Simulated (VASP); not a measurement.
OSZICAR of a VASP run on Pt (fcc):

OSZICAR:
```
       N       E                     dE             d eps       ncg     rms          rms(c)
DAV:   1     0.347581511219E+02    0.34758E+02   -0.52867E+03  1992   0.964E+02
DAV:   2    -0.606545193689E+01   -0.40824E+02   -0.39189E+02  1988   0.179E+02
DAV:   3    -0.648382633644E+01   -0.41837E+00   -0.41392E+00  2176   0.185E+01
DAV:   4    -0.648520568344E+01   -0.13793E-02   -0.13794E-02  2196   0.113E+00
DAV:   5    -0.648521452100E+01   -0.88376E-05   -0.88380E-05  2107   0.821E-02    0.117E+01
DAV:   6    -0.614434889671E+01    0.34087E+00   -0.93444E-01  1917   0.872E+00    0.617E+00
DAV:   7    -0.610836970916E+01    0.35979E-01   -0.14515E-01  1997   0.334E+00    0.247E+00
DAV:   8    -0.610514228424E+01    0.32274E-02   -0.41472E-03  2041   0.626E-01    0.458E-01
DAV:   9    -0.610502084836E+01    0.12144E-03   -0.49219E-05  1969   0.733E-02    0.179E-02
DAV:  10    -0.610502568266E+01   -0.48343E-05   -0.20961E-06  2195   0.146E-02    0.271E-03
DAV:  11    -0.610502574656E+01   -0.63901E-07   -0.55431E-08  1495   0.226E-03
   1 F= -.59103529E+01 E0= -.59104748E+01  d E =-.591035E+01
       N       E                     dE             d eps       ncg     rms          rms(c)
DAV:   1    -0.615835295741E+01   -0.53327E-01   -0.14876E+00  1906   0.130E+01    0.178E+00
DAV:   2    -0.609908297994E+01    0.59270E-01   -0.17270E-01  1897   0.370E+00    0.624E-01
DAV:   3    -0.609533458731E+01    0.37484E-02   -0.19441E-02  1941   0.116E+00    0.332E-01
DAV:   4    -0.609558342733E+01   -0.24884E-03   -0.81624E-04  2094   0.229E-01    0.489E-02
DAV:   5    -0.609556976279E+01    0.13665E-04   -0.19487E-05  1931   0.460E-02    0.639E-03
DAV:   6    -0.609557324615E+01   -0.34834E-05   -0.98785E-07  2311   0.772E-03    0.791E-04
DAV:   7    -0.609557322953E+01    0.16614E-07   -0.17272E-08  1103   0.112E-03
   2 F= -.59061107E+01 E0= -.59062247E+01  d E =0.424214E-02
       N       E                     dE             d eps       ncg     rms          rms(c)
DAV:   1    -0.613737371078E+01   -0.41800E-01   -0.78114E-01  1906   0.943E+00    0.120E+00
DAV:   2    -0.610593845140E+01    0.31435E-01   -0.96808E-02  1880   0.273E+00    0.523E-01
DAV:   3    -0.610419120794E+01    0.17472E-02   -0.88062E-03  1947   0.770E-01    0.296E-01
DAV:   4    -0.610427678135E+01   -0.85573E-04   -0.29747E-04  2110   0.126E-01    0.269E-02
DAV:   5    -0.610428173889E+01   -0.49575E-05   -0.44664E-06  2444   0.166E-02    0.506E-03
DAV:   6    -0.610428217733E+01   -0.43844E-06   -0.38749E-07  2129   0.475E-03    0.318E-04
DAV:   7    -0.610428220062E+01   -0.23288E-07   -0.36512E-09   964   0.619E-04
   3 F= -.59110624E+01 E0= -.59111824E+01  d E =-.709473E-03
```

**Question.** Which electronic solver shows in the log?

**Answer.** It is blocked Davidson (ALGO = Normal, or the opening steps of other solvers). The INCAR had ALGO = Normal.

**Question.** Can the final energy be trusted as converged?

**Answer.** The calculation finished and met its thresholds. It stopped with EDIFF = 1E-7, NELM = 100, NSW = 40 and EDIFFG = -0.01 after 3 ionic steps (PBE GGA, plane waves, VASP's PBE PAW potentials (set 64)).

The compound is Pt in the fcc structure. This run relaxes it under an external pressure of 2 GPa. Symmetry was kept, so distortions that lower it aren't found.
